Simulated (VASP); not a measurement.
Input for VASP

POSCAR:
```
RhB
1
    2.6802293110     0.0000000000     0.0000000000
    0.0000000000     2.6802293110     0.0000000000
   -0.0000000000     0.0000000000     2.6802293110
Rh B
1 1
Direct
  0.0000000000   0.0000000000   0.0000000000
  0.5000000000   0.5000000000   0.5000000000
```

File KPOINTS:
```
Automatic mesh
0
Gamma
15 15 15
0 0 0
```

INCAR:
```
SYSTEM=RhB
PREC=Accurate; ENCUT=520; LREAL=.FALSE.
LASPH=.TRUE.
EDIFF=1E-7; NELM=100; ALGO=Normal
LMAXMIX=4
ISMEAR=-5
GGA=PS
ISIF=2
LWAVE=.FALSE.; LCHARG=.TRUE.; LORBIT=11
NEDOS=601
```

POTCAR, in this order: Rh_pv B (PBE.64 set). Program: vasp_std.

Problem. Translate this PBEsol calculation to Ansatz.

Solution. One equivalent input (not run):
Ansatz 0.2 input:
```yaml
crystal:
  lattice:
    - [2.6802293, 0.0000000, 0.0000000]
    - [0.0000000, 2.6802293, 0.0000000]
    - [0.0000000, 0.0000000, 2.6802293]
  atoms:
    - { symbol: Rh, position: [0.0000000, 0.0000000, 0.0000000] }
    - { symbol: B, position: [0.5000000, 0.5000000, 0.5000000] }
kpoints:
  mp_grid: { grid: [15, 15, 15] }
hamiltonian:
  xc: pbesol
  pseudopotentials: { kind: paw }
scf:
  occupations: { method: tetrahedron }
  max_iter: 100
output: { forces: true, stress: true, eigenvalues: true }
```
What does not carry over: each code has its own PAW files, so the cut-off isn't converted (ENCUT is set for VASP's; basis.ecutwfc is left out, and Ansatz then takes the one that its files recommend); Ansatz stops its SCF on the density residual and VASP on the energy change (EDIFF).

The structure was generated: RhB was put into the CsCl type type (Pm-3m), which need not be its known phase. It was relaxed first, which changed the volume by -24 %.
